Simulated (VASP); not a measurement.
OSZICAR of a VASP run on HoSi (space group Cm):

### OSZICAR
```
       N       E                     dE             d eps       ncg     rms          rms(c)
DAV:   1     0.153919776922E+03    0.15392E+03   -0.10875E+04  5757   0.134E+03
DAV:   2    -0.138049681038E+02   -0.16772E+03   -0.16591E+03  7888   0.560E+02
DAV:   3    -0.248124086986E+02   -0.11007E+02   -0.10542E+02  8713   0.913E+01
DAV:   4    -0.251141026632E+02   -0.30169E+00   -0.29825E+00  8688   0.144E+01
DAV:   5    -0.251181707338E+02   -0.40681E-02   -0.40382E-02  8856   0.188E+00    0.354E+01
DAV:   6    -0.249479117372E+02    0.17026E+00   -0.55704E-01  8992   0.615E+00    0.219E+01
DAV:   7    -0.249529499934E+02   -0.50383E-02   -0.26201E-01  8992   0.513E+00    0.834E-01
DAV:   8    -0.249447077310E+02    0.82423E-02   -0.43252E-02  8880   0.155E+00    0.388E-01
DAV:   9    -0.249445883444E+02    0.11939E-03   -0.38914E-03  8776   0.485E-01    0.256E-01
DAV:  10    -0.249445560957E+02    0.32249E-04   -0.39850E-04  8120   0.126E-01    0.123E-01
DAV:  11    -0.249445554856E+02    0.61009E-06   -0.31540E-05  7776   0.437E-02    0.263E-02
DAV:  12    -0.249445548334E+02    0.65224E-06   -0.30101E-06  8504   0.141E-02    0.933E-03
DAV:  13    -0.249445546650E+02    0.16839E-06   -0.54392E-07  7216   0.673E-03    0.108E-03
DAV:  14    -0.249445547022E+02   -0.37186E-07   -0.48391E-08  4440   0.278E-03
   1 F= -.24944555E+02 E0= -.24944743E+02  d E =0.565152E-03
```

Which electronic solver shows in the log?

It is blocked Davidson (ALGO = Normal, or the opening steps of other solvers). The INCAR had ALGO = Normal.

Can the final energy be trusted as converged?

The run converged. It stopped with EDIFF = 1E-7, NELM = 100 (PBEsol GGA, plane waves, VASP's PBE PAW potentials (set 64)). The 4f electrons are frozen in the core of the lanthanide potential, so 4f levels, which can set the real gap, and their magnetism are missing.

The structure comes from a computed database's HoSi entry (Cmcm); how it stands against other phases isn't given here. This cell was strained or had an atom moved on purpose.
